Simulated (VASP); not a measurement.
Energy against volume of CdS (wurtzite). These are TPSS meta-GGA, VASP's PBE PAW potentials (set 64) (plane waves; VASP) values and carry that method's errors. Run with 520 eV cut-off, 6×6×4 Γ-centred mesh, Gaussian smearing of 0.050 eV, potentials Cd S.

Shape and ions are relaxed at each volume.

```tsv
V (Å³/atom)	E (eV/atom)
24.626	-9.74271
25.412	-9.75612
26.198	-9.76018
26.984	-9.75633
```

Q: Fit these four points and predict the energy of the run at 27.770 Å³/atom.

A: A cubic in V^(−2/3), the third-order Birch-Murnaghan form, passes through the four points with V0 = 26.19 Å³/atom and B0 = 54 GPa, and gives -9.7458 eV/atom there. The run gave -9.7458 eV/atom, +0.0 meV/atom from the fit; all five points give B0 = 54 GPa.

The compound is CdS in the wurtzite structure. It was relaxed first, which changed the volume by +5 %.
